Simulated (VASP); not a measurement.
Crystal: Si2WC3.

```
Si W C
1.0
     5.13251    0.00000    0.00000
    -2.56625    4.44488    0.00000
     0.00000    0.00000    3.65875
Si W C
2 1 3
Direct
  0.33333 0.66667 0.50000
  0.66667 0.33333 0.50000
  0.00000 0.00000 0.00000
  0.50000 0.00000 0.00000
  0.00000 0.50000 0.00000
  0.50000 0.50000 0.00000
```

The cell was built by a generator and needn't be a form met in nature.

| Property | Result |
| --- | --- |
| Program | VASP 6.6.1 |
| Task | relaxation of cell and atoms |
| Functional | PBE |
| Potentials or basis | VASP PAW PBE potentials, release 64 (Si, W_sv, C) |
| Cutoff | 520 eV |
| k mesh | 4 × 4 × 5 |
| Occupations | gaussian, width 0.15 eV |
| Spin | no spin polarisation |

At the start: pressure -32.0 GPa; volume 13.91 Å³/atom.

Q: How do energy, volume and symmetry change on relaxing?

A: Over 12 steps the energy falls by 777.7 meV/atom and the volume is 9.81 Å³/atom (-29.5 %); space group P6/mmm (No. 191, to 0.05 Å).

Step by step:
```
step  energy change (eV)  largest force (eV/Å)  pressure (GPa)  volume (Å³)
   1              0.0000                0.0000          -32.05        83.47
   2             -3.3264                0.0000           21.01        54.14
   3             -3.5746                0.0000            1.93        58.49
   4             -4.1151                0.0000            1.83        57.33
   5             -2.9816                0.0000           49.51        52.46
   6             -4.5152                0.0000           15.24        55.54
   7             -4.5496                0.0000           11.81        55.95
   8             -4.5558                0.0000           -6.50        61.31
   9             -4.6618                0.0000            1.62        58.55
  10             -4.6619                0.0000            1.35        58.60
  11             -4.6644                0.0000           -0.71        58.98
  12             -4.6660                0.0000            0.15        58.84
```

Final structure:
```
CELL_PARAMETERS angstrom
4.89940 0.00000 0.00000
-2.44970 4.24301 0.00000
0.00000 0.00000 2.83048
ATOMIC_POSITIONS crystal
Si 0.33333 0.66667 0.50000
Si 0.66667 0.33333 0.50000
W 0.00000 0.00000 0.00000
C 0.50000 0.00000 0.00000
C 0.00000 0.50000 0.00000
C 0.50000 0.50000 0.00000
```

Caveat: the volume moved by over 15 % at a fixed basis, so the end points are rough.
